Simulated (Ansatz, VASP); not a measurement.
## Two plane-wave programs on WF

```
CELL_PARAMETERS angstrom
1.36589 0.78860 5.06960
-1.36589 0.78860 5.06960
0.00000 -1.57719 5.06960
ATOMIC_POSITIONS crystal
W 0.81412 0.81412 0.81412
F 0.93712 0.93712 0.93712
```

The cell was built by a generator and needn't be a form met in nature.

Alike in both runs: task band structure; functional r2SCAN; k mesh 11 × 11 × 11; occupations fermi-dirac, width 0.05 eV; no spin polarisation.

```csv
,VASP,Ansatz
version,VASP 6.6.1,Ansatz 0.2.0
potentials or method,"VASP PAW PBE potentials, release 64 (W_sv, F)",Ansatz PAW
plane-wave cutoff (eV),520,500
valence electrons in the cell,21,21
```

Ansatz gave:

| Property | Result |
| --- | --- |
| gap on the k mesh at the Fermi level (eV) | none |
| pressure (GPa) | -3.5 |
| largest component of the traceless stress (GPa) | 1.39 |
| rms of the force components (eV/Å) | 0.184 |

Q: Estimate VASP's values.

A: gap on the k mesh at the Fermi level (eV): none; pressure (GPa): -2.0; largest component of the traceless stress (GPa): 1.02; rms of the force components (eV/Å): 0.084.

Atom by atom the forces differ by 0.269 eV/Å (rms over components). A gap of «none» marks a metal or a gap that the smearing closes.

Caveats: spin-orbit coupling is left out, which moves the levels of the heavy elements; an odd number of electrons without spin polarisation forces a metal; a magnetic or distorted state may lie lower; the PAW data sets were made with another functional, which shifts forces and pressure a little (VASP); the PAW data sets come from PBE, with cores solved anew for the run's functional, which leaves a small shift of forces and pressure (Ansatz).
